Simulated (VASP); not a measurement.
OSZICAR of a VASP run on Re (hcp):

### OSZICAR
```
       N       E                     dE             d eps       ncg     rms          rms(c)
DAV:   1     0.103205859600E+03    0.10321E+03   -0.61379E+03  3345   0.129E+03
DAV:   2    -0.207301668132E+02   -0.12394E+03   -0.11352E+03  4704   0.500E+02
DAV:   3    -0.285838345269E+02   -0.78537E+01   -0.68675E+01  5025   0.156E+02
DAV:   4    -0.289071185080E+02   -0.32328E+00   -0.27946E+00  5039   0.224E+01
DAV:   5    -0.289152282052E+02   -0.81097E-02   -0.77998E-02  5055   0.251E+00    0.464E+01
DAV:   6    -0.278751878774E+02    0.10400E+01   -0.97010E-01  5094   0.176E+01    0.206E+01
DAV:   7    -0.275198929174E+02    0.35529E+00   -0.71975E-01  5248   0.145E+01    0.438E-01
DAV:   8    -0.275098369777E+02    0.10056E-01   -0.84891E-03  5075   0.106E+00    0.159E-01
DAV:   9    -0.275089903699E+02    0.84661E-03   -0.51140E-04  4534   0.256E-01    0.413E-02
DAV:  10    -0.275089817031E+02    0.86668E-05   -0.63547E-05  4753   0.860E-02    0.272E-02
DAV:  11    -0.275089818773E+02   -0.17424E-06   -0.86254E-07  2831   0.231E-02
   1 F= -.23996646E+02 E0= -.23996571E+02  d E =-.239966E+02
       N       E                     dE             d eps       ncg     rms          rms(c)
DAV:   1    -0.269190227962E+02    0.58996E+00   -0.31100E+01  4042   0.176E+02    0.263E+01
DAV:   2    -0.266137926227E+02    0.30523E+00   -0.29179E-01  4719   0.124E+01    0.101E+01
DAV:   3    -0.265242914356E+02    0.89501E-01   -0.19252E-01  4774   0.941E+00    0.854E-01
DAV:   4    -0.265259032371E+02   -0.16118E-02   -0.45246E-03  5319   0.121E+00    0.539E-01
DAV:   5    -0.265266895200E+02   -0.78628E-03   -0.14809E-03  5299   0.743E-01    0.106E-01
DAV:   6    -0.265267287246E+02   -0.39205E-04   -0.47813E-05  5117   0.166E-01    0.150E-02
DAV:   7    -0.265267287004E+02    0.24170E-07   -0.59167E-07  2406   0.282E-02
   2 F= -.23448300E+02 E0= -.23448253E+02  d E =0.548346E+00
       N       E                     dE             d eps       ncg     rms          rms(c)
DAV:   1    -0.277357609558E+02   -0.12090E+01   -0.14979E+01  4455   0.846E+01    0.202E+01
DAV:   2    -0.275144135998E+02    0.22135E+00   -0.23635E-01  4491   0.111E+01    0.845E+00
DAV:   3    -0.274563695647E+02    0.58044E-01   -0.16000E-01  4699   0.792E+00    0.434E-01
DAV:   4    -0.274574756355E+02   -0.11061E-02   -0.14642E-03  4652   0.447E-01    0.184E-01
DAV:   5    -0.274581089018E+02   -0.63327E-03   -0.66333E-04  5136   0.338E-01    0.894E-02
DAV:   6    -0.274582501996E+02   -0.14130E-03   -0.13886E-04  5038   0.175E-01    0.189E-02
DAV:   7    -0.274582541519E+02   -0.39523E-05   -0.30491E-06  3219   0.421E-02    0.332E-03
DAV:   8    -0.274582541285E+02    0.23357E-07   -0.76606E-07  1986   0.104E-02
   3 F= -.24015636E+02 E0= -.24015414E+02  d E =-.189900E-01
       N       E                     dE             d eps       ncg     rms          rms(c)
DAV:   1    -0.274548595513E+02    0.33946E-02   -0.15157E-03  4473   0.993E-01    0.181E-01
DAV:   2    -0.274548387682E+02    0.20783E-04   -0.22995E-05  4582   0.108E-01    0.683E-02
DAV:   3    -0.274548332351E+02    0.55331E-05   -0.13795E-05  4467   0.743E-02    0.564E-03
DAV:   4    -0.274548332962E+02   -0.61108E-07   -0.99184E-08  1698   0.766E-03
   4 F= -.24015693E+02 E0= -.24015464E+02  d E =-.190475E-01
```

Task: Which electronic solver shows in the log?

Result: It is blocked Davidson (ALGO = Normal, or the opening steps of other solvers). The INCAR had ALGO = Normal.

Task: Can the final energy be trusted as converged?

Result: The run converged. It stopped with EDIFF = 1E-6, NELM = 100, NSW = 40 and EDIFFG = -0.02 after 4 ionic steps (LDA (Ceperley-Alder, Perdew-Zunger), plane waves, VASP's LDA PAW potentials (set 64)). Energy and stress use the plane-wave basis of the starting cell.

The compound is Re in the hcp structure. This run relaxes it under an external pressure of 20 GPa. Symmetry was kept, so distortions that lower it aren't found.
